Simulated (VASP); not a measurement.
A run of VASP 6.6.1 is set up as follows.

Contents of INCAR:

```
PREC = Accurate ; ENCUT = 520
EDIFF = 1E-7 ; ISMEAR = -1
SIGMA = 0.05 ; LREAL = F
LASPH = T ; NELM = 80
ALGO = Normal ; ISIF = 2
LWAVE = F ; LCHARG = T
GGA = PE ; LELF = T
LVHAR = T ; NBANDS = 29
```

Contents of KPOINTS:

```
regular mesh
0
Gamma
  6 6 3
```

File POSCAR:

```
Rb2Mg
1.0
    7.6967060000     -2.3235540000      0.0000000000
    7.6967060000      2.3235540000      0.0000000000
   -4.1921990000      0.0000000000     10.3714440000
Rb Mg
4 2
Direct
    0.4805720000      0.4817660000      0.3096490000
    0.5288810000      0.5136630000      0.6849460000
    0.8314280000      0.8287350000      0.8610740000
    0.1717550000      0.1668200000      0.1402760000
    0.7975520000      0.8040760000      0.4629700000
    0.2057050000      0.1998770000      0.5443930000
```

Potentials or basis: VASP PAW PBE potentials, release 64 (Rb_sv, Mg).

The run is started by

```console
$ cat potpaw_PBE.64/Rb_sv/POTCAR potpaw_PBE.64/Mg/POTCAR > POTCAR
$ mpirun -np 1 vasp_std > vasp.out
```

Problem. What does it give for the largest force?

Solution. 0.064 eV/Å.

Problem. What does it give for the pressure?

Solution. 0.0 GPa.

Stress tensor (GPa, compression positive):
```
-0.06 -0.01 -0.06
-0.01  0.10  0.01
-0.06  0.01  0.00
```
